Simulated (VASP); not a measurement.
Input:

```yaml
crystal:
  lattice:
    - [4.48358, 0.00000, 0.00000]
    - [0.00000, 4.48358, 0.00000]
    - [0.00000, 0.00000, 2.98080]
  atoms:
    - { symbol: Cr, position: [0.00000, 0.00000, 0.00000], spin: 2.5 }
    - { symbol: Cr, position: [0.50000, 0.50000, 0.50000], spin: 2.5 }
    - { symbol: O, position: [0.30175, 0.30175, 0.00000] }
    - { symbol: O, position: [0.80175, 0.19825, 0.50000] }
    - { symbol: O, position: [0.19825, 0.80175, 0.50000] }
    - { symbol: O, position: [0.69825, 0.69825, 0.00000] }
```

Method: PBE GGA + U (Dudarev), VASP's PBE PAW potentials (set 64) (plane waves; VASP). Numerical set-up: 520 eV cut-off, 6×6×9 Γ-centred mesh, first-order Methfessel-Paxton smearing of 0.10 eV, potentials Cr_pv O, U − J: Cr 3.70 eV.

The moments were started parallel, and other spin orders were not tried in this run.

### Question
Estimate the cell moment, energy per atom (σ→0), band gap (on the k-mesh) with the smallest direct gap where there is one.

### Answer

| Quantity | Result |
|---|---|
| band gap (on the k-mesh) | none (metal, semimetal or under 0.01 eV) |
| cell moment | 4.00 μB |
| energy per atom (σ→0) | -7.394 eV/atom |

### Question
Give the moment on each site (PAW-sphere projection).

### Answer

| site | moment (μB) |
|---|---|
| Cr1 | 2.45 |
| Cr2 | 2.45 |
| O3 | -0.22 |
| O4 | -0.22 |
| O5 | -0.22 |
| O6 | -0.22 |

Only differences to runs with the same potentials and settings are physical.

The compound is CrO2 in the rutile structure. It was relaxed first, which changed the volume by +5 %. The start is the result of an earlier pass. A gapless solution with U can be a metastable orbital state.
